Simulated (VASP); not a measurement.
Consider the following.

```xyz
4
Lattice="3.4604 0.0000 0.0000 0.0000 3.4604 0.0000 0.0000 0.0000 3.4604" Properties=species:S:1:pos:R:3 pbc="T T T"
Al     0.0000     0.0000     0.0000
Ni     0.0000     1.7302     1.7302
Ni     1.7302     0.0000     1.7302
Ni     1.7302     1.7302     0.0000
```
Starting moments (μB, in the order of the record's atoms Al Ni Ni Ni): 0.0 0.3 0.3 0.3.

Method: PBE GGA, VASP's PBE PAW potentials (set 64) (plane waves; VASP). Settings: 500 eV cut-off, 9×9×9 Γ-centred mesh, first-order Methfessel-Paxton smearing of 0.10 eV, potentials Al Ni.

Energy and stress use the plane-wave basis of the starting cell.

Question: The ions, cell shape and volume at an external pressure of 30.0 GPa are relaxed. What does this cell relax into?

Answer: 
```xyz
4
Lattice="3.4209 0.0000 0.0000 0.0000 3.4209 0.0000 0.0000 0.0000 3.4209" Properties=species:S:1:pos:R:3 pbc="T T T"
Al     0.0000     0.0000     0.0000
Ni     0.0000     1.7104     1.7104
Ni     1.7104     0.0000     1.7104
Ni     1.7104     1.7104     0.0000
```
Space group Pm-3m (221), at a tolerance of 0.03 Å. The cell ends with 0.00 μB, on the sites 0.00 0.00 0.00 0.00 μB.

Question: How do energy and volume change from the first to the last step?

Answer: The energy (σ→0) changes by +54.0 meV/atom and the volume by -3.4 %, in 3 ionic steps.

```csv
step,E(σ→0) (eV),max force (eV/Å),pressure (GPa),volume (Å³)
1,-21.6587,0.000,19.85,41.44
2,-20.8402,0.000,51.48,37.62
3,-21.4426,0.000,29.88,40.03
```

The compound is Ni3Al in the L1_2 structure. This run relaxes it under an external pressure of 30 GPa. Symmetry was kept, so distortions that lower it aren't found.
